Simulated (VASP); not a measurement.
Here is the system:

```
Pt3Ti
1.0
    3.94530     0.00000     0.00000
    0.00000     3.94530     0.00000
    0.00000     0.00000     3.94530
Ti Pt
1 3
Direct
  0.00000   0.00000   0.00000
  0.00000   0.50000   0.50000
  0.50000   0.00000   0.50000
  0.50000   0.50000   0.00000
```

Calculation: PBE GGA, VASP's PBE PAW potentials (set 64) (plane waves; VASP 6.6.1). Settings: 480 eV cut-off, 8×8×8 Γ-centred mesh, first-order Methfessel-Paxton smearing of 0.10 eV, potentials Ti_sv Pt.

Energy and stress use the plane-wave basis of the starting cell.

### Question
The ions, cell shape and volume at an external pressure of 20.0 GPa are relaxed. What does this cell relax into?

### Answer

```
Pt3Ti
1.0
    3.85390     0.00000     0.00000
    0.00000     3.85390     0.00000
    0.00000     0.00000     3.85390
Ti Pt
1 3
Direct
  0.00000   0.00000   0.00000
  0.00000   0.50000   0.50000
  0.50000   0.00000   0.50000
  0.50000   0.50000   0.00000
```
Space group Pm-3m (221), at a tolerance of 0.03 Å.

### Question
How do energy and volume change from the first to the last step?

### Answer
The energy (σ→0) changes by +61.2 meV/atom and the volume by -6.8 %, in 5 ionic steps.

The compound is Pt3Ti in the L1_2 structure. This run relaxes it under an external pressure of 20 GPa. Symmetry was kept, so distortions that lower it aren't found.
